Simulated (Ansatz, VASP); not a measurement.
## Two plane-wave programs on Sn2Pb

```xyz
3
Lattice="0.0000 3.6960 3.6960 3.6960 0.0000 3.6960 3.6960 3.6960 0.0000" Properties=species:S:1:pos:R:3 pbc="T T T"
Pb    0.0000    0.0000    0.0000
Sn    1.8480    1.8480    1.8480
Sn    5.5440    5.5440    5.5440
```

The cell comes from a database or a generator and needn't be the stable form of this composition.

Alike in both runs: task single point; functional PBEsol; k mesh 4 × 4 × 4; occupations gaussian, width 0.05 eV; no spin polarisation.

|  | VASP | Ansatz |
| --- | --- | --- |
| version | VASP 6.6.1 | Ansatz 0.2.0 |
| potentials or method | VASP PAW PBE potentials, release 64 (Pb_d, Sn_d) | scalar-relativistic, plane waves, PAW |
| plane-wave cutoff (eV) | 520 | 420 |
| valence electrons in the cell | 42 | 42 |

Ansatz gave:

```
gap on the k mesh at the Fermi level (eV) : none
pressure (GPa)                            : -0.1
```

Question: What did VASP give for the same quantities?

Answer: gap on the k mesh at the Fermi level (eV): none; pressure (GPa): -0.2.

A gap of «none» marks a metal or a gap that the smearing closes. The functional is the same, so the differences come from potentials, cutoffs and numerics.

Caveats: the k mesh is coarse (spacing up to 0.37 Å⁻¹), so the values aren't converged; the PAW data sets were made with another functional, which shifts forces and pressure a little (VASP). The runs have no spin-orbit coupling, so splittings on Pb are missing.
